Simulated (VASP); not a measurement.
MgO: band structure with PBE-EpsX

**What was measured.**

From “Electronic structure of alkaline earth and post-transition metal oxides”, 2009, arxiv:0908.1581, for a bulk crystal of MgO: band gap 7.83 eV.

MgO:

```
Mg O
1.0
     0.00000    2.10490    2.10490
     2.10490    0.00000    2.10490
     2.10490    2.10490    0.00000
Mg O
1 1
Direct
  0.00000 0.00000 0.00000
  0.50000 0.50000 0.50000
```

| Property | Result |
| --- | --- |
| Program | VASP 6.6.1 |
| Task | band structure |
| Functional | PBE-EpsX |
| Potentials or basis | VASP PAW PBE potentials, release 64 (Mg, O) |
| Cutoff | 520 eV |
| k mesh | 8 × 8 × 8 |
| Occupations | gaussian, width 0.02 eV |
| Spin | no spin polarisation |
| Grid for exact exchange (PRECFOCK) | Fast |
| Exchange at q = 0 | truncated |
| Share of exact exchange | 0.3195 |
| Further INCAR settings | ALGO = Normal; EDIFF = 1e-07 |

| Item | Value |
| --- | --- |
| Pressure | -2.7 GPa |
| Band gap on the k mesh | 7.90 eV, direct |
| Band gap along the path | 7.90 eV, direct |

Levels at the corners of the path, in eV from the valence-band top:
```
point  band 1  band 2  band 3  band 4  band 5  band 6  band 7  band 8
    Γ  -19.29    0.00    0.00    0.00    7.90   19.31   19.31   19.31
    X  -17.64   -4.51   -1.52   -1.52   12.31   13.39   17.00   23.07
    X  -17.64   -4.51   -1.52   -1.52   12.31   13.39   17.00   23.07
    W  -17.58   -3.26   -3.26   -1.95   15.22   15.22   15.79   19.23
    W  -17.58   -3.26   -3.26   -1.95   15.22   15.22   15.79   19.23
    K  -17.62   -3.85   -2.98   -1.29   13.43   15.38   16.29   22.05
    K  -17.62   -3.85   -2.98   -1.29   13.43   15.38   16.29   22.10
    Γ  -19.29    0.00    0.00    0.00    7.90   19.31   19.31   19.31
    Γ  -19.29    0.00    0.00    0.00    7.90   19.31   19.31   19.31
    L  -17.92   -5.06   -0.74   -0.74   11.15   16.51   19.90   19.90
    L  -17.92   -5.06   -0.74   -0.74   11.15   16.51   19.90   19.90
    U  -17.62   -3.85   -2.98   -1.29   13.43   15.38   16.29   22.12
    U  -17.62   -3.85   -2.98   -1.29   13.43   15.38   16.29   22.05
    W  -17.58   -3.26   -3.26   -1.95   15.22   15.22   15.79   19.23
    W  -17.58   -3.26   -3.26   -1.95   15.22   15.22   15.79   19.23
    L  -17.92   -5.06   -0.74   -0.74   11.15   16.51   19.90   19.90
    L  -17.92   -5.06   -0.74   -0.74   11.15   16.51   19.90   19.90
    K  -17.62   -3.85   -2.98   -1.29   13.43   15.38   16.29   22.06
    U  -17.62   -3.85   -2.98   -1.29   13.43   15.38   16.29   22.13
    X  -17.64   -4.51   -1.52   -1.52   12.31   13.39   17.00   23.07
```

Wall time 5.2 min on 4 MPI ranks on Intel(R) Xeon(R) Platinum 8559C (Emerald Rapids) (shared host), peak memory 0.2 GiB a rank.

Against the measured gap of MgO, 7.83 eV (quoted in “Electronic structure of alkaline earth and post-transition metal oxides”, 2009, arxiv:0908.1581), the calculated 7.90 eV is off by +0.07 eV. The value is that of PBE-EpsX, without temperature or zero-point motion.

Caveat: the PAW data sets were made with another functional, which shifts forces and pressure a little.
